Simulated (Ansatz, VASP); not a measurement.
# Cross-check of SnO2 (amorphous SnO2) between VASP and Ansatz, part 2 of 3

Wanted: the spread between two codes on one cell, functional and k mesh. Of the first pair: The structure shown is the start of the Ansatz relaxation below; VASP solves that cell, so the two are compared at the walk's first step.

VASP 6.6.1 and Ansatz 0.2.0.

So far: The starting structure; Ansatz: relaxation, PBE.

## 3. VASP: single point, PBE, start cell, pair 1

Level of this step: PBE; plane waves and PAW (Sn_d, O) (VASP).

The same cell, functional and mesh now go to VASP, with its own data sets.

Lines of VASP's logs that name or quote its potential files are left out, and so is its time.

Input file INCAR:

```
SYSTEM = SnO2
PREC = Accurate
ENCUT = 520
EDIFF = 1E-06
NELM = 120
ISMEAR = 0
SIGMA = 0.01
LREAL = Auto
ALGO = Normal
GGA = PE
NBANDS = 368
LORBIT = 11
LWAVE = .FALSE.
LCHARG = .FALSE.
ISIF = 2
LASPH = .TRUE.
GGA_COMPAT = .FALSE.
EFERMI = MIDGAP
NCORE = 2
```

Input file POSCAR:

```
SnO2
1.0
    9.8508900000      0.0000000000      0.0000000000
    0.0000000000      9.8508900000      0.0000000000
    0.0000000000      0.0000000000      9.8508900000
Sn O
24 48
Direct
    0.7309085778      0.6731777535      0.3311781981
    0.0472850676      0.2231168960      0.4301337240
    0.5076800167      0.1818617404      0.0993818833
    0.7740823418      0.4641408035      0.5757449327
    0.2210358658      0.7010432560      0.3879446426
    0.4928387181      0.7183513368      0.5970526521
    0.9846826023      0.2044586834      0.9412449027
    0.2075548504      0.4683637722      0.7490389193
    0.2090471013      0.0366464350      0.1742482151
    0.5796836631      0.9969454537      0.4780380250
    0.8305137911      0.0265458248      0.2392169642
    0.9827639939      0.7260968298      0.1195729523
    0.8347570626      0.5387939567      0.9372249614
    0.9948441207      0.6906076507      0.6404802003
    0.2534390294      0.8045364429      0.8934624181
    0.3666064691      0.2952017533      0.4369452912
    0.4969094163      0.8580036931      0.1297750762
    0.2019614471      0.9867230271      0.6004330573
    0.4643539822      0.5439406998      0.0561573624
    0.1200703693      0.4241038119      0.1804710031
    0.7919182937      0.9249621100      0.8701751821
    0.8130635912      0.1384037381      0.6261667727
    0.5272112469      0.3858027041      0.7745899102
    0.7544597493      0.3707786809      0.2036770282
    0.8758396449      0.5406110514      0.7409990366
    0.5751967589      0.9649280420      0.2752035603
    0.3803818741      0.0132373826      0.0640145205
    0.3648299798      0.3727175920      0.6355567873
    0.6378408448      0.9211350447      0.9974834761
    0.3633580316      0.1901452559      0.2464954943
    0.8547248015      0.7429379477      0.9643798682
    0.7046368399      0.1757810716      0.1785930002
    0.3651548236      0.4757539674      0.8786008168
    0.8923051623      0.8380156514      0.7199349500
    0.6307551906      0.5242470477      0.9238860651
    0.4012936902      0.9164552644      0.5483768472
    0.5290994012      0.1904802510      0.4739774782
    0.0908242809      0.3219201514      0.8147081127
    0.8458931122      0.3441820993      0.0003248437
    0.8509383416      0.8248391770      0.2476527502
    0.5563659730      0.3831735001      0.1460781716
    0.6653612009      0.9984884614      0.6692796285
    0.3917412538      0.7449783725      0.7579010627
    0.0426052874      0.0637708877      0.2935369292
    0.1268413311      0.8541969304      0.0553655558
    0.8631301334      0.6347751320      0.4898745190
    0.3843815127      0.6293746047      0.4581717997
    0.5137200801      0.2398768030      0.9111968563
    0.1296126543      0.8106577172      0.5307439226
    0.2380597083      0.1494078200      0.4950821702
    0.1320895878      0.2210358658      0.0814850232
    0.6931556438      0.3078605080      0.6850142474
    0.9078062997      0.0334792085      0.0506756242
    0.1331148759      0.6680107077      0.8033385816
    0.2814161969      0.8670181070      0.2812131696
    0.7806096708      0.0676994667      0.4320827864
    0.8653329801      0.1105179329      0.8146675072
    0.2036973309      0.9679531494      0.7943241677
    0.9455287796      0.3259603955      0.2623925351
    0.1286076690      0.5449152310      0.5799983555
    0.3011707572      0.4985031809      0.1591328296
    0.0329005806      0.5368448942      0.0296724458
    0.6995916105      0.4636129324      0.3822700284
    0.5969714412      0.5514730141      0.6454949756
    0.0834848425      0.6341762013      0.2677930624
    0.5715828722      0.6822124701      0.1979618085
    0.0134607127      0.0811601794      0.5810947031
    0.8134696459      0.5658575012      0.1641679077
    0.6314150295      0.7867817020      0.4703940456
    0.9018474473      0.3116469679      0.5344491716
    0.3847875674      0.7319034118      0.0254900826
    0.1841457980      0.3612973041      0.3650736126
```

Input file KPOINTS:

```
Automatic mesh
0
Gamma
1 1 1
0 0 0
```

PAW data sets: Sn_d and O (PBE family, release 64).

Run with:

```sh
mpirun -np 8 vasp_gam
```

Numbers of over 12 decimals in the logs are rounded to 6 here.

The log of the run:

```text
[banner, memory and clock lines left out]
running    8 mpi-ranks, on    1 nodes
[...]
LDA part: xc-table for (Slater+PW92), standard interpolation
 POSCAR, INCAR and KPOINTS ok, starting setup
[...]
entering main loop
       N       E                     dE             d eps       ncg     rms          rms(c)
DAV:   1     0.175588689462E+05    0.17559E+05   -0.24662E+05   744   0.301E+03
DAV:   2     0.404563793147E+04   -0.13513E+05   -0.12929E+05   736   0.954E+02
DAV:   3     0.111823512255E+03   -0.39338E+04   -0.36626E+04   776   0.378E+02
DAV:   4    -0.474568653854E+03   -0.58639E+03   -0.57034E+03   840   0.156E+02
[...]
DAV:  16    -0.426747029970E+03   -0.67770E-05   -0.24090E-05   920   0.269E-02    0.770E-03
DAV:  17    -0.426747030474E+03   -0.50329E-06   -0.10413E-05   800   0.968E-03    0.355E-03
DAV:  18    -0.426747030086E+03    0.38806E-06   -0.99369E-07   480   0.421E-03
   1 F= -.42674703E+03 E0= -.42674703E+03  d E =-.285261E-70
```

Parts of OUTCAR (step 3):

```text
  Total       41.4745081     47.2905740     56.5070676      2.2218880     -4.2039202      6.4606580
  in kB       69.5129016     79.2608562     94.7080609      3.7239715     -7.0459350     10.8283161
  external PRESSURE =      81.1606062 kB  Pullay stress =       0.0000000 kB

 POSITION                                       TOTAL-FORCE (eV/Angst)
 -----------------------------------------------------------------------------------
      7.20010      6.63140      3.26240        -0.344044     -0.592270     -0.243992
      0.46580      2.19790      4.23720        -0.150698     -0.612998     -0.328051
      5.00110      1.79150      0.97900         0.094924      0.362869      0.065257
      7.62540      4.57220      5.67160        -0.299163      0.614114     -0.096395
      2.17740      6.90590      3.82160         0.835624      0.891764     -0.110165
      4.85490      7.07640      5.88150        -0.919525      0.549912      0.609213
      9.70000      2.01410      9.27210         0.581171      0.845211      1.003591
      2.04460      4.61380      7.37870        -0.239546      0.595034      0.222327
      2.05930      0.36100      1.71650        -0.223396     -0.275558      0.790348
      5.71040      9.82080      4.70910        -0.945140     -0.154456     -0.326034
      8.18130      0.26150      2.35650         0.094051      0.147712     -0.294411
      9.68110      7.15270      1.17790         0.521116      0.028918     -0.343945
      8.22310      5.30760      9.23250        -0.255786     -0.323179      0.075085
      9.80010      6.80310      6.30930         0.224815     -0.113231      0.988713
[...]
-----------------------------------------------------------------------------------
    total drift:                                0.016453      0.037348      0.022443

  FREE ENERGIE OF THE ION-ELECTRON SYSTEM (eV)
  ---------------------------------------------------
  free  energy   TOTEN  =      -426.7470300857 eV

  energy  without entropy=     -426.7470300857  energy(sigma->0) =     -426.74703009

[... 3 further parts left out ...]
[key lines of the parts left out:]
E-fermi :   5.3784
```

The run ends at a pressure of 8.12 GPa, with forces up to 1.9 eV/Å.

## 4. Differences

Known differences besides the potentials themselves: fixed occupations in Ansatz, narrow Gaussian smearing in VASP; the cutoff is 420 eV in Ansatz and 520 eV in VASP (PREC = Accurate, projectors in real space). Total energies have different zeros and are not compared.

Forces on 9 of the 72 atoms, those with the largest forces and the largest differences (eV/Å; atoms numbered as in POSCAR):

```
atom          Ansatz x, y, z            VASP x, y, z
 Sn7     0.582, 0.874, 1.038     0.581, 0.845, 1.004
Sn16   0.756, -0.599, -0.104   0.770, -0.521, -0.118
 O26    1.040, 0.849, -0.184    1.066, 0.874, -0.182
 O27   -0.180, 0.237, -1.513   -0.184, 0.231, -1.556
 O42     0.346, 0.389, 0.599     0.322, 0.336, 0.656
 O47   0.270, -1.596, -0.802   0.282, -1.647, -0.825
 O58    -0.420, 1.163, 0.816    -0.433, 1.202, 0.853
 O60  -0.274, -0.434, -1.243  -0.262, -0.441, -1.327
 O65   -0.571, -1.253, 0.563   -0.585, -1.273, 0.575
```

The forces differ by 20 meV/Å r.m.s., which is 3.8 % of the r.m.s. force of 0.535 eV/Å (both taken over all components).

## 5. Ansatz: relaxation, PBE

This run makes the geometry at which the two programs are then compared.

The structure compared here is the end of the Ansatz relaxation.

Input file input.yaml:

```yaml
crystal:
  lattice:
    - [9.85089, 0.0, 0.0]
    - [0.0, 9.85089, 0.0]
    - [0.0, 0.0, 9.85089]
  atoms:
    - { symbol: Sn, position: [0.73091, 0.67318, 0.33118] }
    - { symbol: Sn, position: [0.04728, 0.22312, 0.43013] }
    - { symbol: Sn, position: [0.50768, 0.18186, 0.09938] }
    - { symbol: Sn, position: [0.77408, 0.46414, 0.57574] }
    - { symbol: Sn, position: [0.22104, 0.70104, 0.38794] }
    - { symbol: Sn, position: [0.49284, 0.71835, 0.59705] }
    - { symbol: Sn, position: [0.98468, 0.20446, 0.94124] }
    - { symbol: Sn, position: [0.20755, 0.46836, 0.74904] }
    - { symbol: Sn, position: [0.20905, 0.03665, 0.17425] }
    - { symbol: Sn, position: [0.57968, 0.99695, 0.47804] }
    - { symbol: Sn, position: [0.83051, 0.02655, 0.23922] }
    - { symbol: Sn, position: [0.98276, 0.7261, 0.11957] }
    - { symbol: Sn, position: [0.83476, 0.53879, 0.93722] }
    - { symbol: Sn, position: [0.99484, 0.69061, 0.64048] }
    - { symbol: Sn, position: [0.25344, 0.80454, 0.89346] }
    - { symbol: Sn, position: [0.36661, 0.2952, 0.43695] }
    - { symbol: Sn, position: [0.49691, 0.858, 0.12977] }
    - { symbol: Sn, position: [0.20196, 0.98672, 0.60043] }
    - { symbol: Sn, position: [0.46435, 0.54394, 0.05616] }
    - { symbol: Sn, position: [0.12007, 0.4241, 0.18047] }
    - { symbol: Sn, position: [0.79192, 0.92496, 0.87018] }
    - { symbol: Sn, position: [0.81306, 0.1384, 0.62617] }
    - { symbol: Sn, position: [0.52721, 0.3858, 0.77459] }
    - { symbol: Sn, position: [0.75446, 0.37078, 0.20368] }
    - { symbol: O, position: [0.87584, 0.54061, 0.741] }
    - { symbol: O, position: [0.5752, 0.96493, 0.2752] }
    - { symbol: O, position: [0.38038, 0.01324, 0.06401] }
    - { symbol: O, position: [0.36483, 0.37272, 0.63556] }
    - { symbol: O, position: [0.63784, 0.92114, 0.99748] }
    - { symbol: O, position: [0.36336, 0.19015, 0.2465] }
    - { symbol: O, position: [0.85472, 0.74294, 0.96438] }
    - { symbol: O, position: [0.70464, 0.17578, 0.17859] }
    - { symbol: O, position: [0.36515, 0.47575, 0.8786] }
    - { symbol: O, position: [0.89231, 0.83802, 0.71994] }
    - { symbol: O, position: [0.63076, 0.52425, 0.92389] }
    - { symbol: O, position: [0.40129, 0.91646, 0.54838] }
    - { symbol: O, position: [0.5291, 0.19048, 0.47398] }
    - { symbol: O, position: [0.09082, 0.32192, 0.81471] }
    - { symbol: O, position: [0.84589, 0.34418, 0.00032] }
    - { symbol: O, position: [0.85094, 0.82484, 0.24765] }
    - { symbol: O, position: [0.55637, 0.38317, 0.14608] }
    - { symbol: O, position: [0.66536, 0.99849, 0.66928] }
    - { symbol: O, position: [0.39174, 0.74498, 0.7579] }
    - { symbol: O, position: [0.04261, 0.06377, 0.29354] }
    - { symbol: O, position: [0.12684, 0.8542, 0.05537] }
    - { symbol: O, position: [0.86313, 0.63478, 0.48987] }
    - { symbol: O, position: [0.38438, 0.62937, 0.45817] }
    - { symbol: O, position: [0.51372, 0.23988, 0.9112] }
    - { symbol: O, position: [0.12961, 0.81066, 0.53074] }
    - { symbol: O, position: [0.23806, 0.14941, 0.49508] }
    - { symbol: O, position: [0.13209, 0.22104, 0.08149] }
    - { symbol: O, position: [0.69316, 0.30786, 0.68501] }
    - { symbol: O, position: [0.90781, 0.03348, 0.05068] }
    - { symbol: O, position: [0.13311, 0.66801, 0.80334] }
    - { symbol: O, position: [0.28142, 0.86702, 0.28121] }
    - { symbol: O, position: [0.78061, 0.0677, 0.43208] }
    - { symbol: O, position: [0.86533, 0.11052, 0.81467] }
    - { symbol: O, position: [0.2037, 0.96795, 0.79432] }
    - { symbol: O, position: [0.94553, 0.32596, 0.26239] }
    - { symbol: O, position: [0.12861, 0.54492, 0.58] }
    - { symbol: O, position: [0.30117, 0.4985, 0.15913] }
    - { symbol: O, position: [0.0329, 0.53684, 0.02967] }
    - { symbol: O, position: [0.69959, 0.46361, 0.38227] }
    - { symbol: O, position: [0.59697, 0.55147, 0.64549] }
    - { symbol: O, position: [0.08348, 0.63418, 0.26779] }
    - { symbol: O, position: [0.57158, 0.68221, 0.19796] }
    - { symbol: O, position: [0.01346, 0.08116, 0.58109] }
    - { symbol: O, position: [0.81347, 0.56586, 0.16417] }
    - { symbol: O, position: [0.63141, 0.78678, 0.47039] }
    - { symbol: O, position: [0.90185, 0.31165, 0.53445] }
    - { symbol: O, position: [0.38479, 0.7319, 0.02549] }
    - { symbol: O, position: [0.18415, 0.3613, 0.36507] }
kpoints:
  mp_grid: { grid: [1, 1, 1] }
hamiltonian:
  xc: pbe
scf:
  occupations: { method: fixed }
output:
  forces: true
relax:
  f_tol: 0.05
  max_steps: 120
```

Run with:

```sh
ansatz run input.yaml --threads 4 --pin off --max-ram 8192MiB --backend cpu --events-out ev --progress --plain --runs-dir out
```

The log of the run:

```text
[...]
Crystal: 72 atoms, lattice volume = 955.931 Å³
Basis set: ecut = 420 eV, 18805 PW (Γ), exchange–correlation on 144×144×144 points (8 copies of the dense FFT grid, shifted against one another)
Bands: 384, of which v1, the nominal top of the filled ones, is band 312 counted from 1 (311 counted from 0)
Symmetry: 1 space group operations
[...]
k-points: 1
[...]
SCF iter   1: F=—  HF=-171794.928989 eV  |F-HF|=—  |Δ(HF+E_count)|=         —  Δρ=3.87e-3  dr2=1.19e-1  ethr=1.77e-3  ⟨swp⟩=4.0  Hψ=1239  notcnv=0  defer=70
[...]
- { symbol: O, position: [0.601710, 0.956452, 0.281326] }
    - { symbol: O, position: [0.377359, 0.021565, 0.048239] }
    - { symbol: O, position: [0.357737, 0.358724, 0.642174] }
    - { symbol: O, position: [0.650754, 0.956141, 1.018621] }
    - { symbol: O, position: [0.373296, 0.191573, 0.243320] }
    - { symbol: O, position: [0.847710, 0.746432, 0.963687] }
    - { symbol: O, position: [0.694370, 0.183994, 0.192153] }
[...]
- { symbol: O, position: [0.631256, 0.779527, 0.488312] }
    - { symbol: O, position: [0.894114, 0.307983, 0.523130] }
    - { symbol: O, position: [0.412275, 0.745845, -0.012303] }
    - { symbol: O, position: [0.194616, 0.364729, 0.372875] }
```

## 6. VASP: single point, PBE, relaxed cell, pair 2

The same cell, functional and mesh now go to VASP, with its own data sets.

INCAR is that of step 3.

Input file POSCAR:

```
SnO2
1.0
    9.8508900000      0.0000000000      0.0000000000
    0.0000000000      9.8508900000      0.0000000000
    0.0000000000      0.0000000000      9.8508900000
Sn O
24 48
Direct
    0.7229300000      0.6751800000      0.3313900000
    0.0506600000      0.2203200000      0.4223100000
    0.5102700000      0.1905000000      0.0847300000
    0.7684400000      0.4659900000      0.5753600000
    0.2379100000      0.6999200000      0.3553100000
    0.4703600000      0.6988600000      0.5903600000
    0.9880000000      0.2178500000      0.9531300000
    0.2060700000      0.4806500000      0.7555400000
    0.2183400000      0.0457400000      0.1835800000
    0.5854100000      0.9894800000      0.4904700000
    0.8104900000      0.0181500000      0.2295000000
    0.9878300000      0.7297400000      0.1154700000
    0.8243200000      0.5384700000      0.9373800000
    0.9922600000      0.6944500000      0.6407000000
    0.2458700000      0.8019300000      0.8828900000
    0.3768200000      0.2835000000      0.4428000000
    0.4954700000      0.8680400000      0.1319500000
    0.2027500000      0.9792200000      0.5968300000
    0.4622300000      0.5511000000      0.0568600000
    0.1239000000      0.4326600000      0.1827800000
    0.7955200000      0.9327400000      0.8718800000
    0.8212200000      0.1409000000      0.6261700000
    0.5235800000      0.3795700000      0.7785900000
    0.7561100000      0.3763300000      0.2115200000
    0.8661700000      0.5500800000      0.7404800000
    0.6017100000      0.9564500000      0.2813300000
    0.3773600000      0.0215700000      0.0482400000
    0.3577400000      0.3587200000      0.6421700000
    0.6507500000      0.9561400000      0.0186200000
    0.3733000000      0.1915700000      0.2433200000
    0.8477100000      0.7464300000      0.9636900000
    0.6943700000      0.1839900000      0.1921500000
    0.3567400000      0.4484500000      0.9017700000
    0.9087200000      0.8651100000      0.7105400000
    0.6183100000      0.5270300000      0.9162500000
    0.4075300000      0.9039200000      0.5672500000
    0.5486000000      0.1923700000      0.4866600000
    0.0767500000      0.3310300000      0.8099300000
    0.8287800000      0.3424200000      0.0052300000
    0.8575200000      0.8198600000      0.2530100000
    0.5480800000      0.3881100000      0.1486800000
    0.6719200000      0.0059000000      0.6866200000
    0.3407200000      0.6765400000      0.7388100000
    0.0415800000      0.0562400000      0.2913000000
    0.1396200000      0.8591200000      0.0615400000
    0.8611900000      0.6304400000      0.4859200000
    0.3840900000      0.5982400000      0.4392800000
    0.5246400000      0.2104100000      0.8889700000
    0.1323400000      0.8077700000      0.5094400000
    0.2498000000      0.1231600000      0.4638400000
    0.1509000000      0.2358800000      0.0823100000
    0.7021900000      0.3102500000      0.6938700000
    0.9140500000      0.0313700000      0.0483300000
    0.1031700000      0.6684500000      0.8274500000
    0.3172500000      0.8726300000      0.2719100000
    0.7875200000      0.0482600000      0.4379700000
    0.8751100000      0.1180900000      0.8191600000
    0.2180500000      0.9793500000      0.7956600000
    0.9548600000      0.3302400000      0.2606200000
    0.1141800000      0.5377500000      0.5843900000
    0.2916300000      0.5528800000      0.1740800000
    0.0295400000      0.5388600000      0.0289800000
    0.6779400000      0.4678800000      0.3834000000
    0.5839200000      0.5396400000      0.6465900000
    0.0652000000      0.6277700000      0.2817700000
    0.5576200000      0.6837000000      0.1993900000
    0.0267600000      0.0941000000      0.5849900000
    0.8038300000      0.5711000000      0.1624800000
    0.6312600000      0.7795300000      0.4883100000
    0.8941100000      0.3079800000      0.5231300000
    0.4122700000      0.7458400000      0.9877000000
    0.1946200000      0.3647300000      0.3728800000
```

KPOINTS is that of step 3.

Run with:

```sh
mpirun -np 8 vasp_gam
```

The log of the run:

```text
[... set-up lines as in an earlier step ...]
 entering main loop
       N       E                     dE             d eps       ncg     rms          rms(c)
DAV:   1     0.175180132432E+05    0.17518E+05   -0.24594E+05   744   0.302E+03
DAV:   2     0.406528080256E+04   -0.13453E+05   -0.12888E+05   736   0.949E+02
DAV:   3     0.151603935114E+03   -0.39137E+04   -0.36513E+04   760   0.377E+02
DAV:   4    -0.472177934369E+03   -0.62378E+03   -0.60471E+03   856   0.157E+02
[...]
DAV:  16    -0.430052050626E+03   -0.15543E-04   -0.27256E-05   896   0.301E-02    0.669E-03
DAV:  17    -0.430052052397E+03   -0.17705E-05   -0.17267E-05   864   0.134E-02    0.375E-03
DAV:  18    -0.430052051932E+03    0.46495E-06   -0.10389E-06   456   0.688E-03
   1 F= -.43005205E+03 E0= -.43005205E+03  d E =0.000000E+00
```

Parts of OUTCAR (step 6):

```text
 POSITION                                       TOTAL-FORCE (eV/Angst)
 -----------------------------------------------------------------------------------
      7.12150      6.65112      3.26449         0.012672      0.023358      0.003646
      0.49905      2.17035      4.16013         0.004789      0.018976     -0.005612
      5.02661      1.87659      0.83467        -0.001923     -0.014378      0.000231
      7.56982      4.59042      5.66781         0.011049     -0.001026     -0.006412
      2.34363      6.89483      3.50012        -0.016177     -0.000177     -0.007251
      4.63346      6.88439      5.81557         0.023033      0.039479      0.023631
      9.73268      2.14602      9.38918        -0.009415     -0.018644     -0.002474
      2.02997      4.73483      7.44274         0.026292      0.001764      0.004156
      2.15084      0.45058      1.80843        -0.022312     -0.011883     -0.004037
      5.76681      9.74726      4.83157        -0.004909      0.014523      0.001863
      7.98405      0.17879      2.26078         0.027973     -0.004809      0.006240
      9.73100      7.18859      1.13748         0.013267     -0.025224      0.014544
      8.12029      5.30441      9.23403         0.036446     -0.005424      0.003039
      9.77464      6.84095      6.31147        -0.016233      0.026463     -0.035385
[...]
-----------------------------------------------------------------------------------
    total drift:                                0.026720      0.037101     -0.028049

  FREE ENERGIE OF THE ION-ELECTRON SYSTEM (eV)
  ---------------------------------------------------
  free  energy   TOTEN  =      -430.0520519319 eV

  energy  without entropy=     -430.0520519319  energy(sigma->0) =     -430.05205193

[... 1 part as in an earlier step ...]

[... 1 further part left out ...]
[key lines of the parts left out:]
E-fermi :   5.3035
```

The run ends at a pressure of 3.58 GPa, with forces up to 0.097 eV/Å.

(Part 2 of 3 ends here.)

[Lines on the potential files, build, host, timing and source positions are cut from VASP's logs without a mark.]

[Logs are printed without paths, hosts, clocks, repeated set-up lines and the standing remarks that a program may print on its own settings, such as how far it seeks lower states.]

[Hosts, paths, dates, database ids (printed as entryN), source tags and the programs' standing remarks are cut or masked in the printed files.]
